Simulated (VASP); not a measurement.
The input files of a VASP run:

### KPOINTS
```
Automatic mesh
0
Gamma
12 12 12
0 0 0
```

INCAR:
```
ALGO=Normal
EDIFF=1E-6
EDIFFG=-0.01
ENCUT=400
GGA=PS
IBRION=2
ISIF=3
ISMEAR=1
LASPH=.TRUE.
LCHARG=.FALSE.
LMAXMIX=4
LREAL=.FALSE.
LWAVE=.FALSE.
NELM=100
NSW=60
PREC=Accurate
SIGMA=0.1
SYSTEM=SnBi
```

File POSCAR:
```
SnBi
1.0
 -3.0678912866   3.0678912866   1.5924675189
  3.0678912866  -3.0678912866   1.5924675189
  3.0678912866   3.0678912866  -1.5924675189
Sn Bi
1 1
Direct
  0.0000000000   0.0000000000   0.0000000000
  0.2500000000   0.7500000000   0.5000000000
```

POTCAR, in this order: Sn_d Bi_d (PBE.64 set). Program: vasp_std.

Q: Write an equivalent input for Ansatz.

A: One equivalent input (not run):
Ansatz 0.2 input:
```yaml
crystal:
  lattice:
    - [-3.0678913, 3.0678913, 1.5924675]
    - [3.0678913, -3.0678913, 1.5924675]
    - [3.0678913, 3.0678913, -1.5924675]
  atoms:
    - { symbol: Sn, position: [0.0000000, 0.0000000, 0.0000000] }
    - { symbol: Bi, position: [0.2500000, 0.7500000, 0.5000000] }
kpoints:
  mp_grid: { grid: [12, 12, 12] }
hamiltonian:
  xc: pbesol
  pseudopotentials: { kind: paw }
scf:
  occupations: { method: methfessel_paxton, width: 0.1 }
  max_iter: 100
relax:
  max_steps: 60
  f_tol: 0.01
  cell: {}
output: { forces: true, stress: true, eigenvalues: true }
```
The two are equivalent in intent, not identical: each code has its own PAW files, so the cut-off isn't converted (ENCUT is set for VASP's; basis.ecutwfc is left out, and Ansatz then takes the one that its files recommend); Ansatz stops its SCF on the density residual and VASP on the energy change (EDIFF).

The structure comes from a computed database's SnBi entry (I-4m2); how it stands against other phases isn't given here. This run relaxes it. Symmetry was kept, so distortions that lower it aren't found. The start is the result of an earlier pass.
